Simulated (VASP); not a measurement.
A VASP calculation is set up with these files.

File POSCAR:
```
TiSi2
8.52580
  0.0000000000   0.4829476413   0.5000000000
  0.2802681273   0.0000000000   0.5000000000
  0.2802681273   0.4829476413   0.0000000000
Ti Si
2 4
Cartesian
  0.2785489626   0.4827105140   0.4981375000
  0.4208862141   0.7276915004   0.7481020000
  0.2857162595   0.8040556644   0.4997675000
  0.2794774909   0.1554009602   0.4998465000
  0.1367487050   0.3990939253   0.2546990000
  0.1400970683   0.0872589798   0.2494480000
```

File KPOINTS:
```
kpoints
0
G
 7 7 7
0 0 0
```

INCAR:
```
! general
SYSTEM  = TiSi2
PREC    = Accurate
ENCUT   = 300
LREAL   = .FALSE.
LASPH   = .TRUE.

! electronic loop
EDIFF   = 1E-6
NELM    = 100
ALGO    = Normal
LMAXMIX = 4

! smearing
ISMEAR  = 0
SIGMA   = 0.03

! functional
GGA     = PE

! ions
ISIF    = 2

! output
LWAVE   = .FALSE.
LCHARG  = .FALSE.
```

POTCAR, in this order: Ti_sv Si (PBE.64 set). Program: vasp_std.

Q: Translate this PBE calculation to Quantum ESPRESSO's pw.x.

A: One equivalent input (not run):
```
&CONTROL
  calculation = 'scf'
  pseudo_dir = './pseudo'
  outdir = './out'
  tprnfor = .true.
  tstress = .true.
/
&SYSTEM
  ibrav = 0
  nat = 6
  ntyp = 2
  ecutwfc = 84
  occupations = 'smearing'
  smearing = 'gaussian'
  degauss = 0.002205
  input_dft = 'pbe'
/
&ELECTRONS
  conv_thr = 7.3e-08
  electron_maxstep = 100
/
ATOMIC_SPECIES
  Ti 47.867 Ti.upf
  Si 28.085 Si.upf
CELL_PARAMETERS angstrom
     0.0000000    4.1175150    4.2629000
     2.3895100    0.0000000    4.2629000
     2.3895100    4.1175150    0.0000000
ATOMIC_POSITIONS crystal
  Ti   0.5009590  0.4953160  0.4985500
  Ti   0.7506240  0.7455800  0.7561470
  Si   0.8224940  0.1770410  0.8423980
  Si   0.1621450  0.8375480  0.1596310
  Si   0.4239240  0.0854740  0.4024470
  Si   0.0898540  0.4090420  0.0908260
K_POINTS automatic
  7 7 7 0 0 0
```
What does not carry over: the potentials are each code's own (VASP's PAW set, PseudoDojo norm-conserving files in pw.x), so ENCUT and ecutwfc are chosen apart and not converted; conv_thr bounds pw.x's estimated SCF error, while EDIFF bounds the energy change between steps.

The structure comes from a computed database's TiSi2 entry; how it stands against other phases isn't given here. The cell was not relaxed at this level, atoms are displaced from their ideal sites. The run is one of a series of settings (SIGMA = 0.03, KPOINTS 7×7×7 Γ-centred mesh against the base run), some of them coarse on purpose.
